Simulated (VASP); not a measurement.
VASP ran on this input.

**INCAR**
```
! general
SYSTEM   =  ZnSiP2
PREC     =  Accurate
ENCUT    =  500   ! plane-wave cut-off (eV)
LREAL    =  F   ! projection in real space or not
LASPH    =  T   ! aspherical one-centre terms

! electronic loop
EDIFF    =  1E-6   ! SCF stop (eV)
NELM     =  100   ! most electronic steps
ALGO     =  Normal   ! blocked Davidson
LMAXMIX  =  4

! smearing
ISMEAR   =  0   ! Gaussian
SIGMA    =  0.05

! functional
GGA      =  PS   ! PBEsol

! ions
IBRION   =  2
NSW      =  40   ! most ionic steps
ISIF     =  3
EDIFFG   =  -0.02   ! ionic stop
PSTRESS  =  300   ! kbar

! output
LWAVE    =  F
LCHARG   =  F
```

File POSCAR:
```
ZnSiP2
1.0
 -2.5443122099   2.5443122099   4.9618499300
  2.5443122099  -2.5443122099   4.9618499300
  2.5443122099   2.5443122099  -4.9618499300
Zn Si P
2 2 4
Cart
  0.0000000000   0.0000000000   0.0000000000
  0.0000000000   2.5443122099   2.4809249650
  0.0000000000   0.0000000000   4.9618499300
  2.5443122099   0.0000000000   2.4809249650
  1.2183086930   1.2721561050   6.2023124125
  1.2721561050  -1.2183086930   3.7213874475
  1.3260035169   1.2721561049   1.2404624825
  1.2721561050   3.7626209029  -1.2404624825
```

KPOINTS:
```
Automatic mesh
0
Gamma
6 6 6
0 0 0
```

POTCAR, in this order: Zn Si P (PBE.64 set). Program: vasp_std.

### Question
Translate this PBEsol calculation to Ansatz.

### Answer
One equivalent input (not run):
Ansatz 0.2 input:
```yaml
crystal:
  lattice:
    - [-2.5443122, 2.5443122, 4.9618499]
    - [2.5443122, -2.5443122, 4.9618499]
    - [2.5443122, 2.5443122, -4.9618499]
  atoms:
    - { symbol: Zn, position: [0.0000000, 0.0000000, 0.0000000] }
    - { symbol: Zn, position: [0.7500000, 0.2500000, 0.5000000] }
    - { symbol: Si, position: [0.5000000, 0.5000000, 0.0000000] }
    - { symbol: Si, position: [0.2500000, 0.7500000, 0.5000000] }
    - { symbol: P, position: [0.8750000, 0.8644181, 0.4894181] }
    - { symbol: P, position: [0.1355819, 0.6250000, 0.0105819] }
    - { symbol: P, position: [0.3750000, 0.3855819, 0.5105819] }
    - { symbol: P, position: [0.6144181, 0.1250000, 0.9894181] }
kpoints:
  mp_grid: { grid: [6, 6, 6] }
hamiltonian:
  xc: pbesol
  pseudopotentials: { kind: paw }
scf:
  occupations: { method: gaussian, width: 0.05 }
  max_iter: 100
relax:
  max_steps: 40
  f_tol: 0.02
  cell: { p_target: 30 }
output: { forces: true, stress: true, eigenvalues: true }
```
Limits of the translation: each code has its own PAW files, so the cut-off isn't converted (ENCUT is set for VASP's; basis.ecutwfc is left out, and Ansatz then takes the one that its files recommend); Ansatz stops its SCF on the density residual and VASP on the energy change (EDIFF).

The compound is ZnSiP2 in the chalcopyrite structure. This run relaxes it under an external pressure of 30 GPa. Symmetry was kept, so distortions that lower it aren't found.
